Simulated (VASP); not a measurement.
A VASP calculation is set up with these files.

File KPOINTS:
```
kpoints
0
G
  8 8 8
```

**POSCAR**
```
Cs
1
   -3.2019648257     3.2019648257     3.2019648257
    3.2019648257    -3.2019648257     3.2019648257
    3.2019648257     3.2019648257    -3.2019648257
Cs
1
Direct
  0.0000000000   0.0000000000   0.0000000000
```

**INCAR**
```
ALGO=Normal   ! blocked Davidson
ISMEAR=1
LREAL=F
LMAXMIX=4   ! l cut-off of mixed one-centre charges
GGA=RP   ! RPBE
SYSTEM=Cs
NELM=100
LCHARG=F
SIGMA=0.1
ISIF=2
LASPH=T   ! aspherical one-centre terms
LWAVE=F
ENCUT=520   ! plane-wave cut-off (eV)
EDIFF=1E-7   ! SCF stop (eV)
PREC=Accurate
```

POTCAR, in this order: Cs_sv (PBE.64 set). Program: vasp_std.

Q: Translate this RPBE calculation to Ansatz.

A: One equivalent input (not run):
Ansatz 0.2 input:
```yaml
crystal:
  lattice:
    - [-3.2019648, 3.2019648, 3.2019648]
    - [3.2019648, -3.2019648, 3.2019648]
    - [3.2019648, 3.2019648, -3.2019648]
  atoms:
    - { symbol: Cs, position: [0.0000000, 0.0000000, 0.0000000] }
kpoints:
  mp_grid: { grid: [8, 8, 8] }
hamiltonian:
  xc: rpbe
  pseudopotentials: { kind: paw }
scf:
  occupations: { method: methfessel_paxton, width: 0.1 }
  max_iter: 100
output: { forces: true, stress: true, eigenvalues: true }
```
The two are equivalent in intent, not identical: each code has its own PAW files, so the cut-off isn't converted (ENCUT is set for VASP's; basis.ecutwfc is left out, and Ansatz then takes the one that its files recommend); Ansatz stops its SCF on the density residual and VASP on the energy change (EDIFF).

The compound is Cs in the bcc structure. It was relaxed first, which changed the volume by +16 %.
